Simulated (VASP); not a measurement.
Consider the following.

```
Co
1.0
    1.26797    -2.17928     0.00000
    1.26797     2.17928     0.00000
    0.00000     0.00000     3.99937
Co
2
Direct
  0.33333   0.66667   0.25000
  0.69407   0.36073   0.75000
```
Starting moments (μB, in the order of the record's atoms Co Co): 1.8 1.8.

Method: PBE GGA, VASP's PBE PAW potentials (set 64) (plane waves; VASP). Run with 400 eV cut-off, 9×9×5 Γ-centred mesh, first-order Methfessel-Paxton smearing of 0.10 eV, potentials Co.

Question: Which forces act on the atoms, in eV/Å?

Answer: 
| atom | Fx | Fy | Fz |
|---|---|---|---|
| Co1 | 0.135 | 0.009 | 0.000 |
| Co2 | -0.135 | -0.009 | 0.000 |

Question: Give the stress tensor in GPa (positive for a compressed cell).

Answer: 
```
-8.62  -1.41   0.00
-1.41  -7.11   0.00
 0.00   0.00  -1.67
```
The pressure is its mean diagonal, -5.80 GPa.

The compound is Co in the hcp structure. The cell was not relaxed at this level, atoms are displaced from their ideal sites. The k-mesh is coarse (spacing up to 0.32 per Å, 2π included), so the numbers may not be converged in it. The run is one of a series of settings (KPOINTS 9×9×5 Γ-centred mesh against the base run), some of them coarse on purpose.
